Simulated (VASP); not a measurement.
CdGe2:

```xyz
6
Lattice="0.0000 3.9118 3.9118 3.9118 0.0000 3.9118 3.9118 3.9118 0.0000" Properties=species:S:1:pos:R:3 pbc="T T T"
Cd    0.0000    0.0000    0.0000
Cd    1.9559    1.9559    1.9559
Ge    4.8898    4.8898    4.8898
Ge    4.8898    2.9339    2.9339
Ge    2.9339    2.9339    4.8898
Ge    2.9339    4.8898    2.9339
```

The cell was built by a generator and needn't be a form met in nature.

| Property | Result |
| --- | --- |
| Program | VASP 6.6.1 |
| Task | relaxation of cell and atoms |
| Functional | PBE |
| Potentials or basis | VASP PAW PBE potentials, release 64 (Cd, Ge_d) |
| Cutoff | 600 eV |
| k mesh | 4 × 4 × 4 |
| Occupations | gaussian, width 0.1 eV |
| Spin | no spin polarisation |

At the start: pressure 7.1 GPa; volume 19.95 Å³/atom.

Question: How do energy, volume and symmetry change on relaxing?

Answer: Over 3 steps the energy falls by 46.2 meV/atom and the volume is 22.23 Å³/atom (+11.4 %); space group Fd-3m (No. 227, to 0.05 Å).

The path:
| step | energy change (eV) | largest force (eV/Å) | pressure (GPa) | volume (Å³) |
| --- | --- | --- | --- | --- |
| 1 | 0.0000 | 0.0000 | 7.14 | 119.72 |
| 2 | -0.2711 | 0.0000 | -0.87 | 135.81 |
| 3 | -0.2774 | 0.0000 | 0.10 | 133.38 |

Final structure:
```
CELL_PARAMETERS angstrom
0.00000 4.05525 4.05525
4.05525 0.00000 4.05525
4.05525 4.05525 0.00000
ATOMIC_POSITIONS crystal
Cd 0.00000 0.00000 0.00000
Cd 0.25000 0.25000 0.25000
Ge 0.62500 0.62500 0.62500
Ge 0.12500 0.62500 0.62500
Ge 0.62500 0.62500 0.12500
Ge 0.62500 0.12500 0.62500
```
